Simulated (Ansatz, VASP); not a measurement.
## BaHfZrSnO6: VASP beside Ansatz

```
CELL_PARAMETERS angstrom
0.00000 4.20027 4.20027
4.20027 0.00000 4.20027
4.20027 4.20027 0.00000
ATOMIC_POSITIONS crystal
Ba 0.25000 0.25000 0.25000
Zr 0.50000 0.50000 0.50000
Hf 0.00000 0.00000 0.00000
Sn 0.75000 0.75000 0.75000
O 0.75184 0.24816 0.24816
O 0.24816 0.75184 0.75184
O 0.75184 0.75184 0.24816
O 0.24816 0.24816 0.75184
O 0.24816 0.75184 0.24816
O 0.75184 0.24816 0.75184
```

Alike in both runs: task single point; functional PBE; k mesh 4 × 4 × 4; no spin polarisation.

```csv
,VASP,Ansatz
version,VASP 6.6.1,Ansatz 0.2.0
potentials or method,"VASP PAW PBE potentials, release 64 (Ba_sv, Zr_sv, Hf_pv, Sn_d, O)","plane waves, PAW"
plane-wave cutoff (eV),520,517
occupations,"gaussian, width 0.01 eV",fixed
valence electrons in the cell,82,98
```

Ansatz gave:

```
pressure (GPa)                     : -1.1
rms of the force components (eV/Å) : 0.165
```

Problem. Which values does VASP return?

Solution. Pressure (GPa): -1.4; rms of the force components (eV/Å): 0.091.

Atom by atom the forces differ by 0.073 eV/Å (rms over components). The two sets of potentials don't hold the same shells in valence.

Caveats: spin-orbit coupling is left out, which moves the levels of the heavy elements. A k mesh can miss the band edges. A hybrid or GW would open this gap; PBE tends to underestimate it.
